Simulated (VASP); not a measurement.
The input files of a VASP run:

### INCAR
```
SYSTEM = Mg3Sb2
PREC = Accurate
ENCUT = 400
EDIFF = 1E-6
NELM = 100
ALGO = Normal
LREAL = .FALSE.
LASPH = .TRUE.
ISMEAR = 0
SIGMA = 0.05
GGA = PS
LMAXMIX = 4
LWAVE = .FALSE.
LCHARG = .FALSE.
IBRION = 2
ISIF = 3
NSW = 60
EDIFFG = -0.02
```

File KPOINTS:
```
K-points
0
G
  5 5 3
```

POSCAR:
```
Mg3Sb2
1.0
  2.2774334723  -3.9446306430   0.0000000000
  2.2774334723   3.9446306430   0.0000000000
  0.0000000000   0.0000000000   7.1882179136
Mg Sb
3 2
Direct
  0.0000000000   0.0000000000   0.0000000000
  0.3333330000   0.6666670000   0.6329786599
  0.6666670000   0.3333330000   0.3670213401
  0.3333330000   0.6666670000   0.2238060063
  0.6666670000   0.3333330000   0.7761939937
```

POTCAR, in this order: Mg Sb (PBE.64 set). Program: vasp_std.

Write an equivalent input for Ansatz.

One equivalent input (not run):
Ansatz 0.2 input:
```yaml
crystal:
  lattice:
    - [2.2774335, -3.9446306, 0.0000000]
    - [2.2774335, 3.9446306, 0.0000000]
    - [0.0000000, 0.0000000, 7.1882179]
  atoms:
    - { symbol: Mg, position: [0.0000000, 0.0000000, 0.0000000] }
    - { symbol: Mg, position: [0.3333330, 0.6666670, 0.6329787] }
    - { symbol: Mg, position: [0.6666670, 0.3333330, 0.3670213] }
    - { symbol: Sb, position: [0.3333330, 0.6666670, 0.2238060] }
    - { symbol: Sb, position: [0.6666670, 0.3333330, 0.7761940] }
kpoints:
  mp_grid: { grid: [5, 5, 3] }
hamiltonian:
  xc: pbesol
  pseudopotentials: { kind: paw }
scf:
  occupations: { method: gaussian, width: 0.05 }
  max_iter: 100
relax:
  max_steps: 60
  f_tol: 0.02
  cell: {}
output: { forces: true, stress: true, eigenvalues: true }
```
Limits of the translation: each code has its own PAW files, so the cut-off isn't converted (ENCUT is set for VASP's; basis.ecutwfc is left out, and Ansatz then takes the one that its files recommend); Ansatz stops its SCF on the density residual and VASP on the energy change (EDIFF).

The compound is Mg3Sb2 in the a-la2o3 structure. This run relaxes it. Symmetry was kept, so distortions that lower it aren't found. The start is the result of an earlier pass.
